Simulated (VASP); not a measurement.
Calculation: MS2 meta-GGA, VASP's PBE PAW potentials (set 64) (plane waves; VASP 6.6.1).

A VASP calculation is set up with these files.

**INCAR**
```
# general
SYSTEM  = Cu
PREC    = Accurate
ENCUT   = 520
LREAL   = .False.   # projection in real space or not
LASPH   = .True.   # aspherical one-centre terms

# electronic loop
EDIFF   = 1E-7   # SCF stop (eV)
NELM    = 100
ALGO    = Normal   # blocked Davidson
LMAXMIX = 4
LMIXTAU = .True.

# smearing
ISMEAR  = 1   # Methfessel-Paxton
SIGMA   = 0.1   # width (eV)

# functional
METAGGA = MS2

# ions
ISIF    = 2

# output
LWAVE   = .False.
LCHARG  = .False.
```

KPOINTS:
```
Regular mesh
0
gamma
18 18 18
```

### POSCAR
```
Cu
1
    0.0000000000     1.7381399990     1.7381399990
    1.7381399990     0.0000000000     1.7381399990
    1.7381399990     1.7381399990     0.0000000000
Cu
1
Direct
  0.0000000000   0.0000000000   0.0000000000
```

POTCAR, in this order: Cu (PBE.64 set). Program: vasp_std.

Output

### OSZICAR
```
       N       E                     dE             d eps       ncg     rms          rms(c)
DAV:   1     0.268269853447E+02    0.26827E+02   -0.55874E+03  3663   0.204E+03
DAV:   2    -0.119286434595E+02   -0.38756E+02   -0.36747E+02  3545   0.192E+02
DAV:   3    -0.123585641336E+02   -0.42992E+00   -0.42858E+00  4202   0.301E+01
DAV:   4    -0.123611709696E+02   -0.26068E-02   -0.26065E-02  4308   0.200E+00
DAV:   5    -0.123611920735E+02   -0.21104E-04   -0.21105E-04  4160   0.142E-01    0.115E+01
DAV:   6    -0.793273821185E+01    0.44285E+01   -0.66647E+01  3788   0.197E+02    0.882E+00
DAV:   7    -0.556934324547E+01    0.23634E+01   -0.13839E+01  3736   0.921E+01    0.408E-01
DAV:   8    -0.556483010595E+01    0.45131E-02   -0.90036E-02  4522   0.644E+00    0.620E-01
DAV:   9    -0.555615835419E+01    0.86718E-02   -0.84046E-03  4874   0.126E+00    0.157E-01
DAV:  10    -0.555564142434E+01    0.51693E-03   -0.13621E-02  3770   0.298E+00    0.138E-01
DAV:  11    -0.555512157882E+01    0.51985E-03   -0.25788E-03  3756   0.132E+00    0.162E-02
DAV:  12    -0.555510912004E+01    0.12459E-04   -0.86273E-05  3905   0.241E-01    0.699E-03
DAV:  13    -0.555510124048E+01    0.78796E-05   -0.95721E-06  4190   0.632E-02    0.296E-03
DAV:  14    -0.555509917913E+01    0.20613E-05   -0.56922E-07  3731   0.149E-02    0.125E-03
DAV:  15    -0.555509886877E+01    0.31036E-06   -0.70493E-07  3421   0.226E-02    0.671E-04
DAV:  16    -0.555509837455E+01    0.49422E-06   -0.28255E-08  1849   0.439E-03    0.203E-04
DAV:  17    -0.555509816422E+01    0.21034E-06   -0.79741E-09  1834   0.237E-03    0.265E-05
DAV:  18    -0.555509814992E+01    0.14296E-07   -0.97757E-10  1814   0.795E-04
   1 F= -.55550981E+01 E0= -.55551604E+01  d E =0.186891E-03
```

### OUTCAR
```
------------------------ aborting loop because EDIFF is reached ----------------------------------------
  FORCE on cell =-STRESS in cart. coord.  units (eV):
  Direction    XX          YY          ZZ          XY          YZ          ZX
  --------------------------------------------------------------------------------------
  Total        0.8235953      0.8235953      0.8235953      0.0000000      0.0000000      0.0000000
  in kB      125.6435386    125.6435386    125.6435386      0.0000000      0.0000000      0.0000000
  external PRESSURE =     125.6435386 kB  Pullay stress =       0.0000000 kB
  volume of cell :       10.50
      direct lattice vectors                 reciprocal lattice vectors
     0.000000000  1.738139999  1.738139999    -0.287663825  0.287663825  0.287663825
     1.738139999  0.000000000  1.738139999     0.287663825 -0.287663825  0.287663825
     1.738139999  1.738139999  0.000000000     0.287663825  0.287663825 -0.287663825
 POSITION                                       TOTAL-FORCE (eV/Angst)
 -----------------------------------------------------------------------------------
      0.00000      0.00000      0.00000        -0.000000      0.000000      0.000000
 -----------------------------------------------------------------------------------
    total drift:                                0.000000      0.000000      0.000000
  FREE ENERGIE OF THE ION-ELECTRON SYSTEM (eV)
  ---------------------------------------------------
  free  energy   TOTEN  =        -5.5550981499 eV

  energy  without entropy=       -5.5552850411  energy(sigma->0) =       -5.55516045
```
(Selected blocks of OUTCAR.)

The compound is Cu in the fcc structure. This cell is one point of a volume scan, at 0.94 of the reference volume.
